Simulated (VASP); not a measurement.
Write the native input for VASP 6.6.1 that does the following.

| Property | Result |
| --- | --- |
| Task | single point |
| Functional | PBE |
| Potentials or basis | VASP PAW PBE potentials, release 64 (Te, K_sv, Cl) |
| Cutoff | 520 eV |
| k mesh | 2 × 3 × 2 |
| Occupations | fermi-dirac, width 0.05 eV |
| Spin | no spin polarisation |
| Dipole correction | no |
| Further INCAR settings | ALGO = Normal; EDIFF = 1e-06; NBANDS = 43 |

The structure of K2TeCl6 lies in POSCAR:

```
K2TeCl6
1.0
    6.9338370000     -0.9321310000      0.5254370000
   -0.1438400000      5.3327130000      0.7390650000
    0.1982760000      0.4031210000      7.4922350000
Te K Cl
1 2 6
Direct
    0.4653412899      0.6285608796      0.6725803612
    0.8440944094      0.0511449741      0.9265954826
    0.7146775102      0.2499159894      0.4039750265
    0.1299667741      0.6067017280      0.9523167166
    0.9263281470      0.6437104791      0.6474456597
    0.3094231331      0.0907340421      0.7188394761
    0.2257201121      0.1113240373      0.3551230843
    0.4637879839      0.4575010753      0.0590473471
    0.1757254630      0.6024123933      0.3579216915
```

The cell was built by a generator and needn't be a form met in nature.

One way to write it, as run:

INCAR

```
SYSTEM = K2TeCl6
ALGO = Normal
EDIFF = 1E-6
ENCUT = 520
GGA = PE
ISIF = 2
ISMEAR = -1
LASPH = .True.
LCHARG = .False.
LREAL = .False.
LWAVE = .False.
NBANDS = 43
NELM = 100
PREC = Accurate
SIGMA = 0.05
```

KPOINTS

```
k-points
0
Gamma
  2 3 2
  0 0 0
```

Potentials or basis: VASP PAW PBE potentials, release 64 (Te, K_sv, Cl).

The run is started by

```sh
$ cat potpaw_PBE.64/Te/POTCAR potpaw_PBE.64/K_sv/POTCAR potpaw_PBE.64/Cl/POTCAR > POTCAR
$ mpirun -np 1 vasp_std > vasp.out
```

Results of the run:

- Pressure: 1.2 GPa
- Largest force: 2.436 eV/Å
- Band gap on the k mesh: none (metal or under the smearing width)

Caveat: the k mesh is coarse (spacing up to 0.46 Å⁻¹), so the values aren't converged.

It took 77 s on 1 thread of AMD EPYC 9R45 96-Core Processor (Zen 5), with other jobs on the host, peak memory 0.34 GiB.
